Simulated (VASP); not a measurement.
Input:

```xyz
4
Lattice="2.2528 -3.8735 0.0000 2.2528 3.8735 0.0000 0.0000 0.0000 4.6170" Properties=species:S:1:pos:R:3 pbc="T T T"
Ga     2.2528     2.6673     4.2393
Ga     2.2528     1.2062     1.9308
Ga     2.2528    -1.2062     2.6862
Ga     2.2528    -2.6673     0.3777
```

Method: PBE GGA, VASP's PBE PAW potentials (set 64) (plane waves; VASP). Numerical set-up: 400 eV cut-off, 9×9×8 Γ-centred mesh, tetrahedra with Blöchl corrections, potentials Ga_d.

The cores are frozen, which limits the accuracy of field gradients.

Question: Give the principal components of the electric field gradient (V/Å²) and the asymmetry η at each nucleus.

Answer: 
| atom | Vxx | Vyy | Vzz | η |
|---|---|---|---|---|
| Ga1 | 18.9 | 18.0 | -36.9 | 0.02 |
| Ga2 | 18.9 | 18.0 | -36.9 | 0.02 |
| Ga3 | 18.9 | 18.0 | -36.9 | 0.02 |
| Ga4 | 18.9 | 18.0 | -36.9 | 0.02 |

The compound is Ga in the alpha structure. It was relaxed first.
